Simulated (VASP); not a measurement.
# Sn: relaxation of cell and atoms with PBE

The system is Sn.

```
CELL_PARAMETERS angstrom
0.00000 3.23334 3.23334
3.23334 0.00000 3.23334
3.23334 3.23334 0.00000
ATOMIC_POSITIONS crystal
Sn 0.00000 0.00000 0.00000
Sn 0.25000 0.25000 0.25000
```

This isn't the form of Sn at room conditions, which is tetragonal (white tin).

```yaml
Program: VASP 6.6.1
Task: relaxation of cell and atoms
Functional: PBE
Potentials_or_basis: VASP PAW PBE potentials, release 64 (Sn_d)
Cutoff: 520 eV
k_mesh: 8 × 8 × 8
Occupations: gaussian, width 0.02 eV
Spin: no spin polarisation
Further_INCAR_settings: ALGO = Fast; EDIFF = 1e-07; AMIX = 0.2; IBRION = 2; EDIFFG = -0.002; NSW = 80; ISIF = 3
```

The relaxed volume is 36.78 Å³/atom. The relaxed cell is a = 4.703 Å, b = 4.703 Å, c = 4.703 Å, α = 60.00°, β = 60.00°, γ = 60.00°, the space group after relaxing (to 0.05 Å) is Fd-3m (No. 227) and the energy gained by relaxing is 31.8 meV/atom. The ionic steps are 8 and the pressure after relaxing is 0.0 GPa. The band gap on the k mesh is none (metal or under the smearing width).

Step by step:
```tsv
step	energy change (eV)	largest force (eV/Å)	pressure (GPa)	volume (Å³)
1	0.0000	0.0000	3.74	67.61
2	-0.0577	0.0000	-0.91	75.62
3	-0.0637	0.0000	0.01	73.54
4	-0.0637	0.0000	-0.06	73.66
5	-0.0637	0.0000	0.03	73.51
6	-0.0637	0.0000	-0.02	73.56
7	-0.0637	0.0000	0.02	73.54
8	-0.0637	0.0000	0.00	73.55
```

Final structure:
```
Sn
1.0
     0.00000    3.32551    3.32551
     3.32551    0.00000    3.32551
     3.32551    3.32551    0.00000
Sn
2
Direct
  0.00000 0.00000 0.00000
  0.25000 0.25000 0.25000
```

Levels at points of the mesh, in eV from the Fermi level:
| k point | band 12 | band 13 | band 14 | band 15 | band 16 | band 17 |
| --- | --- | --- | --- | --- | --- | --- |
| (0.00, 0.00, 0.00) | -1.00 | 0.22 | 0.22 | 0.22 | 2.28 | 2.28 |
| (0.50, 0.00, 0.00) | -5.90 | -0.87 | -0.87 | 0.00 | 3.33 | 3.33 |
| (0.50, 0.50, 0.00) | -7.14 | -2.09 | -2.09 | 1.04 | 1.04 | 7.40 |

It took 4.1 min on 1 thread of Intel(R) Xeon(R) Platinum 8488C (Sapphire Rapids), on a shared host, peak memory 0.22 GiB.

PBE usually gives volumes a little too large and moduli too small. Zero-point motion and thermal expansion aren't in these numbers.
